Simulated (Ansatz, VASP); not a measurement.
## Cross-check of CdAgCl3 between VASP and Ansatz

Aim: how closely do two programs agree when they are given the same cell, functional and k mesh? The cell is generated by rule, not measured, and may not be a known phase. The cell is taken from a series of runs on this material, whose earlier steps may have relaxed, scaled, displaced or heated it; both programs get it as it stands.

Main program and level: Ansatz 0.2.0; plane waves, with VASP 6.6.1 beside it; zone-centre phonons at PBEsol.

The structure was built from a prototype and need not be the compound's stable phase.

### 1. The structure

Symmetry: R3m, No. 160, trigonal system. Conventional cell: a = 7.337 Å, b = 7.337 Å, c = 9.166 Å, α = 90.00°, β = 90.00°, γ = 120.00°. Nearest to Ag lie 3 Cl at 2.57 Å. Nearest to Cd lie 6 Cl at 2.55 to 2.69 Å. Cl has 2 Cd at 2.55 to 2.69 Å and 1 Ag at 2.57 Å nearest. Farther neighbours and most contacts between anions are not listed.

As a file:

```cif
data_structure
_symmetry_space_group_name_H-M 'R3m:H'
_symmetry_Int_Tables_number 160
_cell_length_a 7.3374
_cell_length_b 7.3374
_cell_length_c 9.1661
_cell_angle_alpha 90.000
_cell_angle_beta 90.000
_cell_angle_gamma 120.000
_cell_volume 427.37
loop_
_atom_site_label
_atom_site_type_symbol
_atom_site_symmetry_multiplicity
_atom_site_Wyckoff_symbol
_atom_site_fract_x
_atom_site_fract_y
_atom_site_fract_z
_atom_site_occupancy
Ag1 Ag 3 a 0.33333 0.66667 0.77123 1
Cd1 Cd 3 a 0.33333 0.66667 0.12480 1
Cl1 Cl 9 b 0.16280 0.83720 0.27086 1
```

### 2. VASP: zone-centre phonons, PBEsol

Second derivatives magnify differences that forces hide, and they need a tight electronic threshold.

Lines of VASP's logs that name or quote its potential files are left out, and so is its time.

Input file INCAR:

```
SYSTEM = CdAgCl3
PREC = Accurate
ENCUT = 500
EDIFF = 1E-08
NELM = 120
ISMEAR = 0
SIGMA = 0.01
LREAL = .FALSE.
ALGO = Normal
GGA = PS
NBANDS = 28
LASPH = .TRUE.
LORBIT = 11
LWAVE = .FALSE.
LCHARG = .FALSE.
ISIF = 2
IBRION = 8
LEPSILON = .TRUE.
GGA_COMPAT = .FALSE.
EFERMI = MIDGAP
KPAR = 2
```

Input file POSCAR:

```
CdAgCl3
1.0
    3.6686971490      2.1181232865      3.0553694484
   -3.6686971490      2.1181232865      3.0553694484
    0.0000000000     -4.2362465731      3.0553694484
Ag Cd Cl
1 1 3
Direct
    0.1045659665      0.1045659665      0.1045659665
    0.4581326585      0.4581326585      0.4581326585
    0.4336604421      0.9452723599      0.4336604421
    0.9452723599      0.4336604421      0.4336604421
    0.4336604421      0.4336604421      0.9452723599
```

Input file KPOINTS:

```
Automatic mesh
0
Gamma
6 6 6
0 0 0
```

The projector-augmented-wave data sets are Ag, Cd and Cl (PBE family, release 64).

The run is started by

```sh
> mpirun -np 2 vasp_std
```

Numbers of over 12 decimals in the logs are rounded to 6 here.

Log:

```text
[banner, memory and clock lines left out]
running    2 mpi-ranks, on    1 nodes
 distrk:  each k-point on    1 cores,    2 groups
 distr:  one band on    1 cores,    1 groups

 POSCAR found type information on POSCAR AgCdCl
 POSCAR found :  3 types and       5 ions
|                                                                             |
|               ----> ADVICE to this user running VASP <----                  |
|                                                                             |
|     You enforced a specific xc type in the INCAR file but a different       |
|     [... a line on the potential file left out ...]
|     I HOPE YOU KNOW WHAT YOU ARE DOING!                                     |
|                                                                             |

 LDA part: xc-table for (Slater+PW92), standard interpolation
 POSCAR, INCAR and KPOINTS ok, starting setup
 FFT: planning ... GRIDC
 FFT: planning ... GRID_SOFT
 FFT: planning ... GRID
 WAVECAR not read
 entering main loop
       N       E                     dE             d eps       ncg     rms          rms(c)
DAV:   1     0.307962511565E+03    0.30796E+03   -0.20148E+04  1792   0.135E+03
DAV:   2     0.902217896549E+01   -0.29894E+03   -0.29001E+03  2196   0.307E+02
DAV:   3    -0.141189155690E+02   -0.23141E+02   -0.23025E+02  2108   0.861E+01
DAV:   4    -0.144724383352E+02   -0.35352E+00   -0.35317E+00  2128   0.114E+01
DAV:   5    -0.144793453072E+02   -0.69070E-02   -0.69059E-02  2112   0.163E+00    0.101E+01
DAV:   6    -0.135498545342E+02    0.92949E+00   -0.17906E+00  2248   0.164E+01    0.760E+00
DAV:   7    -0.134770775155E+02    0.72777E-01   -0.91134E-01  2040   0.619E+00    0.378E+00
DAV:   8    -0.134703829864E+02    0.66945E-02   -0.16495E-01  2036   0.426E+00    0.738E-01
DAV:   9    -0.134664835405E+02    0.38994E-02   -0.22479E-02  2056   0.205E+00    0.226E-01
DAV:  10    -0.134672030863E+02   -0.71955E-03   -0.35877E-03  2036   0.329E-01    0.945E-02
DAV:  11    -0.134673601967E+02   -0.15711E-03   -0.87715E-04  2060   0.317E-01    0.430E-02
DAV:  12    -0.134673817871E+02   -0.21590E-04   -0.25724E-04  2056   0.198E-01    0.201E-02
DAV:  13    -0.134673830524E+02   -0.12654E-05   -0.39983E-05  2016   0.887E-02    0.481E-03
DAV:  14    -0.134673859764E+02   -0.29240E-05   -0.91206E-06  2024   0.224E-02    0.509E-03
DAV:  15    -0.134673862993E+02   -0.32289E-06   -0.75408E-07  2020   0.898E-03    0.239E-03
DAV:  16    -0.134673863568E+02   -0.57496E-07   -0.45042E-07  2044   0.606E-03    0.493E-04
DAV:  17    -0.134673863750E+02   -0.18219E-07   -0.10360E-07  2088   0.219E-03    0.687E-04
DAV:  18    -0.134673863589E+02    0.16103E-07   -0.39839E-09  1440   0.559E-04    0.352E-04
DAV:  19    -0.134673863421E+02    0.16845E-07   -0.45956E-09  1500   0.482E-04    0.523E-05
DAV:  20    -0.134673863460E+02   -0.39181E-08   -0.66879E-10  1228   0.196E-04
   1 F= -.13467386E+02 E0= -.13467386E+02  d E =0.000000E+00
 Linear response reoptimize wavefunctions to high precision
DAV:   1    -0.134673863494E+02   -0.33765E-08   -0.10707E-10  1196   0.717E-05
DAV:   2    -0.134673863494E+02   -0.11823E-10   -0.18145E-11  1148   0.256E-05
 Linear response G [H, r] |phi>, progress :
  Direction:   1
       N       E                     dE             d eps       ncg     rms
RMM:   1    -0.193608807650E+03   -0.19361E+03   -0.63490E+01  4037   0.929E+01
RMM:   2    -0.177624307784E+03    0.15984E+02   -0.12835E+01  3023   0.229E+01
RMM:   3    -0.177824307995E+03   -0.20000E+00   -0.34193E-01  2950   0.335E+00
RMM:   4    -0.177831604264E+03   -0.72963E-02   -0.12321E-02  3066   0.549E-01
RMM:   5    -0.177831644732E+03   -0.40468E-04   -0.90995E-04  3094   0.100E-01
RMM:   6    -0.177831618281E+03    0.26451E-04   -0.12504E-04  3118   0.201E-02
RMM:   7    -0.177831609283E+03    0.89977E-05   -0.11434E-05  3187   0.547E-03
RMM:   8    -0.177831607349E+03    0.19337E-05   -0.36710E-06  3181   0.261E-03
RMM:   9    -0.177831606951E+03    0.39869E-06   -0.87468E-06  2830   0.207E-03
RMM:  10    -0.177831606750E+03    0.20077E-06   -0.42805E-05  2349   0.198E-03
RMM:  11    -0.177831603477E+03    0.32724E-05   -0.28666E-04  2108   0.194E-03
RMM:  12    -0.177831603979E+03   -0.50204E-06   -0.27621E-04  2126   0.195E-03
 Linear response G [H, r] |phi>, progress :
  Direction:   2
       N       E                     dE             d eps       ncg     rms
RMM:   1    -0.193945300547E+03   -0.19395E+03   -0.38917E+01  4056   0.945E+01
RMM:   2    -0.175801845164E+03    0.18143E+02   -0.15928E+01  3034   0.243E+01
RMM:   3    -0.176043079098E+03   -0.24123E+00   -0.39425E-01  2992   0.368E+00
RMM:   4    -0.176053713759E+03   -0.10635E-01   -0.13993E-02  3095   0.590E-01
RMM:   5    -0.176053687562E+03    0.26197E-04   -0.57625E-04  3120   0.106E-01
RMM:   6    -0.176053690316E+03   -0.27543E-05   -0.65021E-05  3159   0.209E-02
[...]
RMM:  10    -0.105812487649E+01   -0.33959E-05   -0.37411E-06  2876   0.299E-03    0.474E-04
RMM:  11    -0.105812634943E+01   -0.14729E-05   -0.12665E-06  3103   0.884E-04    0.235E-04
RMM:  12    -0.105812013288E+01    0.62165E-05    0.87808E-07  2923   0.409E-04    0.620E-05
RMM:  13    -0.105811946928E+01    0.66361E-06    0.45064E-07  2473   0.187E-04    0.236E-05
[...]
RMM:  14    -0.307960795563E+00   -0.23694E-08    0.19714E-09  2419   0.188E-05    0.316E-07
 first order change of Fermi-energy   0.40381E+00
 force on displaced ion       1 direction 3 :   0.000   0.000  -3.089
 Born effective charge ion    1 direction 3 :   0.000  -0.000   0.972
 Linear response progress:
  Degree of freedom:   3/  6
       N       E                     dE             d eps       ncg     rms          rms(c)
RMM:   1    -0.439271094481E+00   -0.43927E+00   -0.21613E-01 11715   0.233E+00
RMM:   2    -0.438756507228E+00    0.51459E-03   -0.27779E-03  9906   0.290E-01    0.142E-01
RMM:   3    -0.438216898667E+00    0.53961E-03   -0.12715E-04 10639   0.567E-02    0.792E-02
RMM:   4    -0.437662877456E+00    0.55402E-03   -0.63774E-05 10626   0.405E-02    0.161E-02
RMM:   5    -0.437590768669E+00    0.72109E-04   -0.22072E-06 10148   0.853E-03    0.426E-03
RMM:   6    -0.437621558752E+00   -0.30790E-04   -0.62449E-07 10603   0.371E-03    0.883E-04
RMM:   7    -0.437626648091E+00   -0.50893E-05   -0.66540E-08 10548   0.934E-04    0.224E-04
RMM:   8    -0.437627419042E+00   -0.77095E-06   -0.37188E-09 10673   0.299E-04    0.107E-04
RMM:   9    -0.437627950418E+00   -0.53138E-06    0.33050E-09 10492   0.244E-04    0.386E-05
RMM:  10    -0.437627641568E+00    0.30885E-06    0.21387E-08 10477   0.673E-05    0.177E-05
RMM:  11    -0.437627652177E+00   -0.10609E-07    0.51890E-08 10882   0.435E-05    0.352E-06
RMM:  12    -0.437627688070E+00   -0.35892E-07   -0.25979E-08 10855   0.283E-05    0.145E-06
RMM:  13    -0.437627688484E+00   -0.41388E-09   -0.27078E-08 10467   0.243E-05    0.959E-07
 first order change of Fermi-energy  -0.50901E-05
 force on displaced ion       2 direction 1 :  -3.285   0.000  -0.000
 Born effective charge ion    2 direction 1 :   2.708  -0.000  -0.000
 Linear response progress:
  Degree of freedom:   4/  6
       N       E                     dE             d eps       ncg     rms          rms(c)
RMM:   1    -0.439068561259E+00   -0.43907E+00   -0.21439E-01  3305   0.234E+00
RMM:   2    -0.438518917622E+00    0.54964E-03   -0.27701E-03  2793   0.290E-01    0.142E-01
RMM:   3    -0.437980907056E+00    0.53801E-03   -0.12535E-04  3043   0.568E-02    0.791E-02
RMM:   4    -0.437430859744E+00    0.55005E-03   -0.62884E-05  3017   0.402E-02    0.157E-02
RMM:   5    -0.437363339372E+00    0.67520E-04   -0.20140E-06  2884   0.783E-03    0.431E-03
RMM:   6    -0.437387859429E+00   -0.24520E-04   -0.52137E-07  2996   0.353E-03    0.780E-04
RMM:   7    -0.437396448003E+00   -0.85886E-05   -0.40590E-08  2946   0.102E-03    0.215E-04
RMM:   8    -0.437395708555E+00    0.73945E-06   -0.63650E-09  3036   0.367E-04    0.101E-04
RMM:   9    -0.437396555563E+00   -0.84701E-06   -0.43253E-09  2976   0.249E-04    0.388E-05
RMM:  10    -0.437396411269E+00    0.14429E-06   -0.21054E-09  3083   0.985E-05    0.264E-05
RMM:  11    -0.437396366605E+00    0.44665E-07   -0.21528E-09  3083   0.578E-05    0.478E-06
RMM:  12    -0.437396406151E+00   -0.39546E-07   -0.22024E-09  3074   0.332E-05    0.278E-06
RMM:  13    -0.437396405131E+00    0.10200E-08   -0.10523E-09  3032   0.252E-05    0.116E-06
 first order change of Fermi-energy   0.20669E+00
 force on displaced ion       2 direction 3 :   0.000   0.000  -3.658
 Born effective charge ion    2 direction 3 :   0.000  -0.000   2.696
 Linear response progress:
  Degree of freedom:   5/  6
       N       E                     dE             d eps       ncg     rms          rms(c)
RMM:   1    -0.201933220472E+00   -0.20193E+00    0.40835E-02 15097   0.219E+00
RMM:   2    -0.201281893180E+00    0.65133E-03   -0.21547E-03  9734   0.281E-01    0.149E-01
RMM:   3    -0.201612123103E+00   -0.33023E-03   -0.24044E-04 10461   0.705E-02    0.783E-02
RMM:   4    -0.201915098175E+00   -0.30298E-03   -0.10806E-04 10721   0.415E-02    0.185E-02
RMM:   5    -0.201878491385E+00    0.36607E-04   -0.93019E-06 10755   0.132E-02    0.464E-03
RMM:   6    -0.201889286944E+00   -0.10796E-04    0.29572E-08 10813   0.248E-03    0.260E-03
RMM:   7    -0.201890987870E+00   -0.17009E-05   -0.98990E-09 10798   0.129E-03    0.494E-04
RMM:   8    -0.201891189468E+00   -0.20160E-06    0.75757E-09 10783   0.356E-04    0.123E-04
RMM:   9    -0.201891366991E+00   -0.17752E-06    0.38741E-08 10632   0.237E-04    0.503E-05
RMM:  10    -0.201891303445E+00    0.63546E-07    0.93138E-08 10819   0.978E-05    0.223E-05
RMM:  11    -0.201891231634E+00    0.71811E-07    0.67949E-08 10748   0.733E-05    0.711E-06
RMM:  12    -0.201891294850E+00   -0.63216E-07    0.33053E-09 11326   0.432E-05    0.253E-06
RMM:  13    -0.201891293980E+00    0.86997E-09    0.16206E-08 10821   0.377E-05    0.878E-07
 first order change of Fermi-energy  -0.22444E+00
 force on displaced ion       3 direction 1 :  -4.532   2.532   1.160
 Born effective charge ion    3 direction 1 :  -1.613   0.528   0.550
 Linear response progress:
  Degree of freedom:   6/  6
       N       E                     dE             d eps       ncg     rms          rms(c)
RMM:   1    -0.201917276663E+00   -0.20192E+00    0.28466E-02  8866   0.218E+00
RMM:   2    -0.200961604871E+00    0.95567E-03   -0.23746E-03  5940   0.285E-01    0.108E-01
RMM:   3    -0.201244687604E+00   -0.28308E-03   -0.17921E-04  6320   0.633E-02    0.577E-02
RMM:   4    -0.201510083452E+00   -0.26540E-03   -0.85279E-05  6461   0.365E-02    0.148E-02
RMM:   5    -0.201482651960E+00    0.27431E-04   -0.54264E-06  6504   0.109E-02    0.426E-03
RMM:   6    -0.201489277074E+00   -0.66251E-05    0.69773E-08  6539   0.196E-03    0.252E-03
RMM:   7    -0.201491728386E+00   -0.24513E-05   -0.37418E-08  6495   0.120E-03    0.494E-04
RMM:   8    -0.201491713655E+00    0.14731E-07   -0.53468E-08  6565   0.363E-04    0.120E-04
RMM:   9    -0.201491763890E+00   -0.50235E-07   -0.40294E-08  6370   0.213E-04    0.434E-05
RMM:  10    -0.201491673730E+00    0.90160E-07   -0.22192E-08  6603   0.888E-05    0.217E-05
RMM:  11    -0.201491602571E+00    0.71159E-07   -0.11595E-08  6460   0.694E-05    0.620E-06
RMM:  12    -0.201491653066E+00   -0.50495E-07   -0.73473E-08  6774   0.408E-05    0.241E-06
RMM:  13    -0.201491663152E+00   -0.10086E-07   -0.57397E-08  6508   0.363E-05    0.772E-07
RMM:  14    -0.201491658673E+00    0.44791E-08   -0.54320E-08  5725   0.335E-05    0.434E-07
 first order change of Fermi-energy  -0.25885E+00
 force on displaced ion       3 direction 3 :   1.159  -0.669  -2.820
 Born effective charge ion    3 direction 3 :   0.511  -0.295  -1.223
 Born effective charges drift removed
 Linear response finished
```

(Part 1 of 3 ends here.)

[Lines on the potential files, build, host, timing and source positions are cut from VASP's logs without a mark.]

[Logs are printed without paths, hosts, clocks, repeated set-up lines and the standing remarks that a program may print on its own settings, such as how far it seeks lower states.]

[Hosts, paths, dates, database ids (printed as entryN), source tags and the programs' standing remarks are cut or masked in the printed files.]
